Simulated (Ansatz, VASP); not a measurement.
# Y3Ge and the dispersion correction, program beside program

The cell as given:

It takes space group I4/mmm (No. 139, tetragonal). Conventional cell: a = 4.531 Å, b = 4.531 Å, c = 10.394 Å, α = 90.00°, β = 90.00°, γ = 90.00°. Y (site symmetry 4/mmm) is surrounded by 4 Ge at 3.20 Å and 8 Y at 3.45 Å. Y (site symmetry -4m2) has 8 Y at 3.20 to 3.45 Å and 4 Ge at 3.45 Å as nearest neighbours. Ge (site symmetry 4/mmm) has 12 Y at 3.20 to 3.45 Å as nearest neighbours.

The cell comes from a database or a generator and needn't be the stable form of this composition.

Kept alike: task relaxation of cell and atoms; functional BLYP; k mesh 6 × 6 × 6; occupations fermi-dirac, width 0.05 eV; no spin polarisation. The mesh is that of the run's cell of 4 atoms. No spin-orbit coupling.

- A: Ansatz, Ansatz PAW, made for PBE, cutoff 420 eV
- B: VASP, PBE PAW files Ge_d, Y_sv, 600 eV, made for PBE

| dispersion correction | A: volume (Å³/atom) | B: volume (Å³/atom) |
| --- | --- | --- |
| none | 27.790 | 27.782 |
| D3(BJ) | 24.754 | 24.715 |
| D4 | 26.154 | 26.112 |

Values on potentials made for another functional: all of A; all of B. Values hold for each row's relaxed cell, which stops near the pressure aimed at (zero). Ansatz's stress holds its Pulay term. Programs can differ in the three-body term of D3, and some take D4 from an outside library. For a metal such a mesh leaves the last digits unconverged.

Question: How large is the effect of the dispersion correction, and do the programs agree on it?

Answer: From none to D3(BJ) the volume moves by -3.036 in A, -3.067 in B (Å³/atom). Row by row the programs differ by 0.008 to 0.042, and over this span the shifts, as printed, agree within about 1 %. Shifts from none: D3(BJ) -3.036, -3.067; D4 -1.636, -1.670; the programs' shifts differ by up to 0.034.
